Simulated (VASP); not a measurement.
Level of theory: PBEsol GGA, VASP's PBE PAW potentials (set 64) (plane waves; VASP 6.6.1).

A VASP calculation is set up with these files.

File KPOINTS:
```
Automatic mesh
0
Gamma
5 5 5
0 0 0
```

POSCAR:
```
FeSi
1
    4.2097010588     0.0000000000     0.0000000000
    0.0000000000     4.2097010588     0.0000000000
    0.0000000000    -0.0000000000     4.2097010588
Fe Si
4 4
Direct
  0.8583968721   0.6416031279   0.3583968721
  0.3583968721   0.8583968721   0.6416031279
  0.1416031279   0.1416031279   0.1416031279
  0.6416031279   0.3583968721   0.8583968721
  0.1569305003   0.3430694997   0.6569305003
  0.6569305003   0.1569305003   0.3430694997
  0.8430694997   0.8430694997   0.8430694997
  0.3430694997   0.6569305003   0.1569305003
```

INCAR:
```
SYSTEM = FeSi
PREC = Accurate
ENCUT = 500
EDIFF = 1E-6
NELM = 100
ALGO = Normal
LREAL = .FALSE.
LASPH = .TRUE.
ISMEAR = 0
SIGMA = 0.05
GGA = PS
LMAXMIX = 4
LWAVE = .FALSE.
LCHARG = .FALSE.
IBRION = 2
ISIF = 3
NSW = 40
EDIFFG = -0.02
PSTRESS = 450
```

POTCAR, in this order: Fe Si (PBE.64 set). Program: vasp_std.

The run wrote:

**OUTCAR**
```
 ion  position               nearest neighbor table
   1  0.858  0.642  0.358-   5 2.18   6 2.21   7 2.21   8 2.21   6 2.33   7 2.33   8 2.33   3 2.59
                             3 2.59   2 2.59   4 2.59   2 2.59   4 2.59
   2  0.358  0.858  0.642-   6 2.18   5 2.21   7 2.21   8 2.21   8 2.33   5 2.33   7 2.33   4 2.59
                             4 2.59   3 2.59   1 2.59   1 2.59   3 2.59
   3  0.142  0.142  0.142-   7 2.18   6 2.21   5 2.21   8 2.21   8 2.33   5 2.33   6 2.33   1 2.59
                             1 2.59   4 2.59   2 2.59   2 2.59   4 2.59
   4  0.642  0.358  0.858-   8 2.18   6 2.21   7 2.21   5 2.21   5 2.33   6 2.33   7 2.33   2 2.59
                             2 2.59   1 2.59   3 2.59   1 2.59   3 2.59
   5  0.157  0.343  0.657-   1 2.18   2 2.21   3 2.21   4 2.21   2 2.33   3 2.33   4 2.33   8 2.61
                             6 2.61   8 2.61   7 2.61   7 2.61   6 2.61
   6  0.657  0.157  0.343-   2 2.18   1 2.21   3 2.21   4 2.21   4 2.33   1 2.33   3 2.33   8 2.61
                             7 2.61   5 2.61   8 2.61   7 2.61   5 2.61
   7  0.843  0.843  0.843-   3 2.18   2 2.21   1 2.21   4 2.21   4 2.33   1 2.33   2 2.33   5 2.61
                             6 2.61   8 2.61   6 2.61   5 2.61   8 2.61
   8  0.343  0.657  0.157-   4 2.18   2 2.21   3 2.21   1 2.21   1 2.33   2 2.33   3 2.33   7 2.61
                             5 2.61   5 2.61   6 2.61   6 2.61   7 2.61
  LATTYP: Found a simple cubic cell.
 ALAT       =     4.2097010588
 Subroutine PRICEL returns:
 Original cell was already a primitive cell.
 Subroutine GETGRP returns: Found 12 space group operations
The static configuration has the point symmetry C_3 .
 The point group associated with its full space group is T   .
The dynamic configuration has the point symmetry C_3 .
 Subroutine INISYM returns: Found 12 space group operations
 Subroutine IBZKPT returns following result:
 Found     11 irreducible k-points:

 Following reciprocal coordinates:
            Coordinates               Weight
  0.000000  0.000000  0.000000      1.000000
  0.200000  0.000000  0.000000      6.000000
  0.400000  0.000000  0.000000      6.000000
  0.200000  0.200000  0.000000     12.000000
  0.400000  0.200000  0.000000     12.000000
 -0.200000  0.400000  0.000000     12.000000
  0.400000  0.400000  0.000000     12.000000
  0.200000  0.200000  0.200000      8.000000
  0.400000  0.200000  0.200000     24.000000
...
```

**OSZICAR**
```
       N       E                     dE             d eps       ncg     rms          rms(c)
DAV:   1     0.368219311432E+03    0.36822E+03   -0.19849E+04   638   0.187E+03
DAV:   2    -0.286011624518E+02   -0.39682E+03   -0.38517E+03   638   0.431E+02
DAV:   3    -0.687982453625E+02   -0.40197E+02   -0.37121E+02   893   0.155E+02
DAV:   4    -0.706035016075E+02   -0.18053E+01   -0.17631E+01   957   0.389E+01
DAV:   5    -0.706255657837E+02   -0.22064E-01   -0.22040E-01  1007   0.430E+00    0.414E+01
DAV:   6    -0.711936300094E+02   -0.56806E+00   -0.18747E+02   952   0.163E+02    0.236E+01
DAV:   7    -0.630157741726E+02    0.81779E+01   -0.72220E+01   957   0.112E+02    0.119E+01
DAV:   8    -0.625234108771E+02    0.49236E+00   -0.34150E+00   948   0.190E+01    0.251E+00
DAV:   9    -0.624708687250E+02    0.52542E-01   -0.24766E-01  1007   0.490E+00    0.923E-01
DAV:  10    -0.624613079894E+02    0.95607E-02   -0.82020E-03   786   0.844E-01    0.232E-01
DAV:  11    -0.624610329507E+02    0.27504E-03   -0.33279E-03  1012   0.623E-01    0.108E-01
DAV:  12    -0.624610082245E+02    0.24726E-04   -0.94651E-05   999   0.105E-01    0.546E-02
DAV:  13    -0.624609950844E+02    0.13140E-04   -0.64939E-05  1012   0.811E-02    0.160E-02
DAV:  14    -0.624609949686E+02    0.11576E-06   -0.26062E-06   503   0.213E-02
   1 F= -.41507537E+02 E0= -.41507296E+02  d E =-.415075E+02
```

**OUTCAR**
```
------------------------ aborting loop because EDIFF is reached ----------------------------------------
  FORCE on cell =-STRESS in cart. coord.  units (eV):
  Direction    XX          YY          ZZ          XY          YZ          ZX
  --------------------------------------------------------------------------------------
  Total       21.0661205     21.0661205     21.0661205     -0.0000000      0.0000000      0.0000000
  in kB      452.4195631    452.4195631    452.4195631     -0.0000000      0.0000000      0.0000000
  external PRESSURE =       2.4195631 kB  Pullay stress =     450.0000000 kB
  volume of cell :       74.60
      direct lattice vectors                 reciprocal lattice vectors
     4.209701059  0.000000000  0.000000000     0.237546559  0.000000000  0.000000000
     0.000000000  4.209701059  0.000000000     0.000000000  0.237546559  0.000000000
     0.000000000  0.000000000  4.209701059     0.000000000  0.000000000  0.237546559
 POSITION                                       TOTAL-FORCE (eV/Angst)
 -----------------------------------------------------------------------------------
      3.61359      2.70096      1.50874        -0.002520      0.002520     -0.002520
      1.50874      3.61359      2.70096        -0.002520     -0.002520      0.002520
      0.59611      0.59611      0.59611         0.002520      0.002520      0.002520
      2.70096      1.50874      3.61359         0.002520     -0.002520     -0.002520
      0.66063      1.44422      2.76548        -0.000193      0.000193     -0.000193
      2.76548      0.66063      1.44422        -0.000193     -0.000193      0.000193
      3.54907      3.54907      3.54907         0.000193      0.000193      0.000193
      1.44422      2.76548      0.66063         0.000193     -0.000193     -0.000193
 -----------------------------------------------------------------------------------
    total drift:                                0.000000      0.000000     -0.000000
  FREE ENERGIE OF THE ION-ELECTRON SYSTEM (eV)
  ---------------------------------------------------
  free  energy   TOTEN  =       -62.4609949686 eV

  energy  without entropy=      -62.4605115858  energy(sigma->0) =      -62.46075328
  enthalpy is  TOTEN    =       -41.5075371938 eV   P V=       20.9534577748

 reached required accuracy - stopping structural energy minimisation
```
(Selected blocks of OUTCAR.)

The compound is FeSi in the B20 structure. It was relaxed first under an external pressure of 45 GPa. The run is not spin-polarised, so no magnetic state was tried.
